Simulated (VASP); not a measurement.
Write the native input for VASP 6.6.1 that does the following.

* Task: relaxation of the atoms
* Functional: PBE
* Potentials or basis: VASP PAW PBE potentials, release 64 (Ag)
* Cutoff: 520 eV
* k mesh: 13 × 13 × 1
* Occupations: methfessel-paxton, width 0.1 eV
* Spin: no spin polarisation
* Dipole correction: yes
* Further INCAR settings: ALGO = Normal; EDIFF = 1e-06; IBRION = 2; EDIFFG = -0.02; NSW = 80

The structure of Ag lies in POSCAR:

```
Ag
1.0
    2.9314808700      0.0000000000      0.0000000000
    0.0000000000      2.9314808700      0.0000000000
    0.0000000000      0.0000000000     27.4372200000
Ag
7
Direct
    0.5000000000      0.5000000000      0.2733513100
    0.0000000000      0.0000000000      0.3489008700
    0.5000000000      0.5000000000      0.4244504400
    0.0000000000      0.0000000000      0.5000000000
    0.5000000000      0.5000000000      0.5755495600
    0.0000000000      0.0000000000      0.6510991300
    0.5000000000      0.5000000000      0.7266486900
```

These files were run (other wordings do the same):

INCAR

```
SYSTEM = Ag
PREC = Accurate
ENCUT = 520
EDIFF = 1E-6
ISMEAR = 1
SIGMA = 0.1
LREAL = .FALSE.
LASPH = .TRUE.
NELM = 80
ALGO = Normal
ISIF = 2
LWAVE = .FALSE.
LCHARG = .FALSE.
LDIPOL = .TRUE.
IDIPOL = 3
DIPOL = 0.5 0.5 0.500
GGA = PE
IBRION = 2
NSW = 80
EDIFFG = -0.02
KPAR = 4
```

KPOINTS

```
regular mesh
0
G
  13 13 1
  0 0 0
```

Potentials or basis: VASP PAW PBE potentials, release 64 (Ag).

Command:

```sh
$ cat potpaw_PBE.64/Ag/POTCAR > POTCAR
$ mpirun -np 4 vasp_std > vasp.out
```

It gave:

The energy gained by relaxing is 0.6 meV/atom, the ionic steps are 6 and the largest force after relaxing is 0.013 eV/Å. The band gap on the k mesh is none (metal or under the smearing width).

Wall time 5.4 min on 4 MPI ranks on Intel(R) Xeon(R) Platinum 8488C (Sapphire Rapids), with other jobs on the host, peak memory 0.48 GiB a rank.
